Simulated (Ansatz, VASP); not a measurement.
## Al3GaN4 in two plane-wave programs

Aim: how closely do two programs agree when they are given the same cell, functional and k mesh? The cell is taken from a series of runs on this material, whose earlier steps may have relaxed, scaled, displaced or heated it; both programs get it as it stands.

Program: Ansatz 0.2.0. Level of theory: plane waves, with VASP 6.6.1 beside it; dielectric response at PBEsol. Results are calculated unless marked as measured.

## Step 1: Starting point

It takes space group P-43m (No. 215, cubic). Conventional cell: a = 4.401 Å, b = 4.401 Å, c = 4.401 Å, α = 90.00°, β = 90.00°, γ = 90.00°. Nearest to Al lie 4 N at 1.89 Å. Ga has 4 N at 1.95 Å nearest. Nearest to N lie 3 Al at 1.89 Å and 1 Ga at 1.95 Å. Farther neighbours and most contacts between anions are not listed.

Coordinates:

```xyz
8
Lattice="4.4014 0.0000 0.0000 0.0000 4.4014 0.0000 0.0000 0.0000 4.4014" Properties=species:S:1:pos:R:3 pbc="T T T"
Al    2.2007    2.2007    0.0000
Al    2.2007    0.0000    2.2007
Al    0.0000    2.2007    2.2007
Ga    0.0000    0.0000    0.0000
N     3.2754    3.2754    1.1260
N     3.2754    1.1260    3.2754
N     1.1260    3.2754    3.2754
N     1.1260    1.1260    1.1260
```

## Step 2: Ansatz: dielectric response, PBEsol

Ansatz runs on its default PAW (the set named soft_2) files.

The response to a field tests empty states and converges slowly with the mesh.

input.yaml

```yaml
crystal:
  lattice:
    - [4.40143853, 0.0, 0.0]
    - [0.0, 4.40143853, 0.0]
    - [0.0, 0.0, 4.40143853]
  atoms:
    - { symbol: Al, position: [0.5, 0.5, 0.0] }
    - { symbol: Al, position: [0.5, 0.0, 0.5] }
    - { symbol: Al, position: [0.0, 0.5, 0.5] }
    - { symbol: Ga, position: [0.0, 0.0, 0.0] }
    - { symbol: "N", position: [0.74416343, 0.74416343, 0.25583657] }
    - { symbol: "N", position: [0.74416343, 0.25583657, 0.74416343] }
    - { symbol: "N", position: [0.25583657, 0.74416343, 0.74416343] }
    - { symbol: "N", position: [0.25583657, 0.25583657, 0.25583657] }
kpoints:
  mp_grid: { grid: [6, 6, 6] }
hamiltonian:
  xc: pbesol
scf:
  occupations: { method: fixed }
dielectric: {}
```

Started as:

```
$ ansatz run input.yaml --threads 4 --pin off --max-ram 7372MiB --backend cpu --events-out ev --progress --plain --runs-dir out
```

Numbers of over 12 decimals in the logs are rounded to 6 here.

The log of the run:

```text
Engine: ansatz 0.2.0, aarch64-unknown-linux-gnu
Pseudopotentials: kind: paw
Pseudopotential: Al, paw, valence charge 3, recommended cutoff 420 eV (normal), Al.paw.azcp
Pseudopotential: Ga, paw, valence charge 13, recommended cutoff 420 eV (normal), Ga.paw.azcp
Pseudopotential: N, paw, valence charge 5, recommended cutoff 420 eV (normal), N.paw.azcp
Functional definition: PBEsol
  exchange = pbesol_x
  correlation = pbesol_c
Crystal: 8 atoms, lattice volume = 85.268 Å³
Basis set: ecut = 420 eV, 1743 PW (Γ), exchange–correlation on 60×60×60 points (8 copies of the dense FFT grid, shifted against one another)
Bands: 29, of which v1, the nominal top of the filled ones, is band 21 counted from 1 (20 counted from 0)
Symmetry: 24 space group operations
k-points: 52 of 216 (irreducible under 4 space group operations, time reversal used)
Non-local potential: Al, projectors of the file, l = 0: 2, l = 1: 2, l = 2: 1
Non-local potential: Ga, projectors of the file, l = 0: 2, l = 1: 2, l = 2: 3, l = 3: 1
Non-local potential: N, projectors of the file, l = 0: 2, l = 1: 2, l = 2: 1
PAW form: soft (Blöchl's): semilocal exchange-correlation on the pseudo side does not see the compensation charge
PAW frozen core: Al, regenerated for the run's functional, and the local potential with it (the file was generated under x = pbe(κ = 0.804, μ = 0.219515), c = pbe(β = 0.066725))
PAW frozen core: Ga, regenerated for the run's functional, and the local potential with it (the file was generated under x = pbe(κ = 0.804, μ = 0.219515), c = pbe(β = 0.066725))
PAW frozen core: N, regenerated for the run's functional, and the local potential with it (the file was generated under x = pbe(κ = 0.804, μ = 0.219515), c = pbe(β = 0.066725))
PAW one-centre angular grid: Al, 110 points (default); XC on 64 Gauss nodes
PAW one-centre angular grid: Ga, 590 points (default); XC on 64 Gauss nodes
PAW one-centre angular grid: N, 110 points (default); XC on 64 Gauss nodes
Initial density: superposition of atomic densities (neutral atoms: chi_scale 0, normalization atom), corrected by the library's trained network
Initial wavefunctions: pseudopotential atomic-orbital guess
Functional: x = pbesol(κ = 0.804, μ = 0.123457), c = pbesol(β = 0.046)
SCF iter   1: F=—  HF=-6840.599497 eV  |F-HF|=—  |Δ(HF+E_count)|=         —  Δρ=1.06e-2  dr2=9.93e-2  ethr=1.77e-3  ⟨swp⟩=4.4  Hψ=5973  notcnv=0  defer=230
preconditioner: auto → Resta (q_TF=auto, 2.425 Å⁻¹)  ε∞=4.2  [insulator: Δε(μ)=3.186 eV  Ē_g=14.652 eV  n_scr=18 (ndim 8)  ℏωp=26.1 eV  f_vac=0.000  ε∞_Penn≈4.2]
SCF iter   2: F=—  HF=-6840.571001 eV  |F-HF|=—  |Δ(HF+E_count)|=   2.85e-2  Δρ=1.66e-3  dr2=2.01e-3  ethr=2.36e-4  ⟨swp⟩=2.4  Hψ=2725  notcnv=0  defer=289
SCF iter   3: F=—  HF=-6840.570736 eV  |F-HF|=—  |Δ(HF+E_count)|=   2.66e-4  Δρ=8.46e-4  dr2=4.81e-4  ethr=4.79e-6  ⟨swp⟩=1.6  Hψ=1648  notcnv=0  defer=289
SCF iter   4: F=—  HF=-6840.570694 eV  |F-HF|=—  |Δ(HF+E_count)|=   4.16e-5  Δρ=1.37e-4  dr2=1.56e-5  ethr=1.15e-6  ⟨swp⟩=2.7  Hψ=2500  notcnv=0  defer=240
SCF iter   5: F=—  HF=-6840.570684 eV  |F-HF|=—  |Δ(HF+E_count)|=   1.06e-5  Δρ=8.20e-5  dr2=3.38e-6  ethr=3.72e-8  ⟨swp⟩=2.0  Hψ=2398  notcnv=0  defer=192
SCF iter   6: F=—  HF=-6840.570686 eV  |F-HF|=—  |Δ(HF+E_count)|=   2.23e-6  Δρ=1.34e-5  dr2=1.22e-7  ethr=8.05e-9  ⟨swp⟩=2.9  Hψ=2686  notcnv=0  defer=192
SCF iter   7: F=—  HF=-6840.570686 eV  |F-HF|=—  |Δ(HF+E_count)|=   2.62e-8  Δρ=1.71e-6  dr2=2.21e-9  ethr=2.91e-10  ⟨swp⟩=3.0  Hψ=2807  notcnv=0  defer=192
SCF iter   8: F=-6840.570686 eV  HF=-6840.570686 eV  |F-HF|=2.36e-11  |Δ(HF+E_count)|=  2.76e-10  Δρ=2.51e-7  dr2=4.28e-11  ethr=1.00e-12  ⟨swp⟩=8.9  Hψ=7103  notcnv=0
SCF 1 converged in 8 iterations: F = -6840.570686 eV  dr2 = 4.28e-11
  greatest PAW one-centre occupation: 0.995 electrons in one spin orbital (limit 2), on the Ga atom at site 3 (counted from 0), in its partial waves of l = 2
DFPT response loops at Γ: preconditioner auto → none (the input reference at scf.mixing.eps_inf says where Resta's filter doesn't serve); β = 0.50; Broyden in place of MSR1
── the response to a field inside a basis, on 6×6×6 k-points: an SCF that follows is theirs, and a resumed run solves both again ──
Bands: 22, of which v1, the nominal top of the filled ones, is band 21 counted from 1 (20 counted from 0)
k-points: 10 of 216 (time reversal used)
Initial density: handed on by an earlier stage of this run
Initial wavefunctions: pseudopotential atomic-orbital guess (no wavefunctions were taken with the density)
Eigensolver: Dense (10 Hₖ)
SCF iter   1: F=—  HF=-6840.548520 eV  |F-HF|=—  |Δ(HF+E_count)|=         —  Δρ=3.31e-4  dr2=2.25e-5  ethr=1.00e-1
preconditioner: auto → Resta (q_TF=auto, 2.425 Å⁻¹)  ε∞=5.2  [insulator: Δε(μ)=3.700 eV  Ē_g=12.660 eV  n_scr=18 (ndim 8)  ℏωp=26.1 eV  f_vac=0.000  ε∞_Penn≈5.2]
SCF iter   2: F=—  HF=-6840.548524 eV  |F-HF|=—  |Δ(HF+E_count)|=   3.47e-6  Δρ=1.85e-4  dr2=9.23e-6  ethr=5.35e-8
SCF iter   3: F=—  HF=-6840.548525 eV  |F-HF|=—  |Δ(HF+E_count)|=   1.22e-6  Δρ=3.40e-5  dr2=3.96e-7  ethr=2.20e-8
SCF iter   4: F=-6840.548524 eV  HF=-6840.548524 eV  |F-HF|=6.46e-9  |Δ(HF+E_count)|=   7.67e-7  Δρ=6.89e-6  dr2=2.55e-8  ethr=9.42e-10
SCF 1 converged in 4 iterations: F = -6840.548524 eV  dr2 = 2.55e-8
DFPT response loops at Γ: mixed as the last ones told, above
SCF converged after 8 iterations
Free energy (F): -6840.570686 eV
Harris-Foulkes:  -6840.570686 eV  (|F-HF|=2.36e-11)
Internal energy: -6840.570686 eV  (E = F + TS)
E sigma→0 (E₀):  -6840.570686 eV
Fermi energy:    7.548285 eV
--- Per-component energies (eV) ---
  E_band       = 22.921742
  E_kinetic    = 722.993216
  E_local      = -3060.730935  (includes V_loc(G=0)·N_el)
  E_nonlocal   = 642.677246
  E_hartree    = 1340.603957
  E_xc         = -429.737758
  E_vxc        = -456.214334  (∫ρ·V_xc dr)
  E_paw        = -3809.252982  (= ΣΔE_a)
  E_vpaw       = -507.011757  (= ΣTr[D̂ρ^β])
  E_aug_tail   = 0.000322  (compensation charges beyond the density's cutoff)
  E_ewald      = -2248.156541
  E_core_change = 1.032790  (= ΣΔE_core)
  E_smearing   = -0.000000  (= −TS)
  E_closure    = 0.000000  (closes the sum)
  Σ components = -6840.570686   (vs F -6840.570686, Δ=0.00e0)
--- Band table (eV; the first three rows and the last of 52) ---
  k-point 0: bands = [... 17 lower, 5.5658, 7.5473, 7.5473, 7.5473, 10.8801, 10.8801, 10.8801, 10.9942, ... 4 higher]
  k-point 1: bands = [... 17 lower, 5.6682, 6.9371, 7.4027, 7.4027, 11.2022, 11.4787, 11.4787, 11.7078, ... 4 higher]
  k-point 2: bands = [... 17 lower, 5.9815, 5.9815, 7.0067, 7.0067, 12.1811, 12.7904, 12.7904, 12.8213, ... 4 higher]
  k-point 51: bands = [... 17 lower, 6.9476, 7.1785, 7.1785, 7.1785, 13.0134, 14.4860, 14.4860, 14.4860, ... 4 higher]
--- Dielectric response (ions clamped): 3 representative field directions + reference, inside a basis on a mesh of 216 k-points (Σ response iterations 18) ---
  ε∞ (high-frequency dielectric tensor):
        4.923322     0.000000     0.000000
        0.000000     4.923322    -0.000000
        0.000000    -0.000000     4.923322
  Born effective charges Z* (e; rows j = field, columns β = displacement):
    site 0:
         2.64187   -0.00000    0.00000
        -0.00000    2.64187   -0.00000
         0.00000   -0.00000    2.42837
    site 1:
         2.64187   -0.00000    0.00000
        -0.00000    2.42837   -0.00000
         0.00000   -0.00000    2.64187
    site 2:
         2.42837   -0.00000    0.00000
         0.00000    2.64187   -0.00000
         0.00000   -0.00000    2.64187
    site 3:
         2.52088   -0.00000    0.00000
        -0.00000    2.52088   -0.00000
        -0.00000   -0.00000    2.52088
    site 4:
        -2.55825   -0.05978    0.05978
        -0.05978   -2.55825    0.05978
         0.05978    0.05978   -2.55825
    site 5:
        -2.55825    0.05978   -0.05978
         0.05978   -2.55825    0.05978
        -0.05978    0.05978   -2.55825
    site 6:
        -2.55825    0.05978    0.05978
         0.05978   -2.55825   -0.05978
         0.05978   -0.05978   -2.55825
    site 7:
        -2.55825   -0.05978   -0.05978
        -0.05978   -2.55825   -0.05978
        -0.05978   -0.05978   -2.55825
  Z* charge neutrality: 1.108e-3 e pre-enforcement
  solved inside a basis spanned on kpoints, on 6×6×6 k-points, its susceptibility summed on 10×10×10: ε∞ is read to err by 1.5e-2, Z* by 1.4e-2 e (field_mesh: kpoints solves on kpoints); Z* is corrected for what the basis lacks
```

In the SCF lines HF is the Harris–Foulkes energy and dr2 the Hartree energy of the density residual, in eV; the loop may stop once dr2 is under the threshold and the program's other checks hold. Hψ counts applications of the Hamiltonian.

[end of part 1 of 2]

[Lines on the potential files, build, host, timing and source positions are cut from VASP's logs without a mark.]

[Logs are printed without paths, hosts, clocks, repeated set-up lines and the standing remarks that a program may print on its own settings, such as how far it seeks lower states.]

[Hosts, paths, dates, database ids (printed as entryN), source tags and the programs' standing remarks are cut or masked in the printed files.]
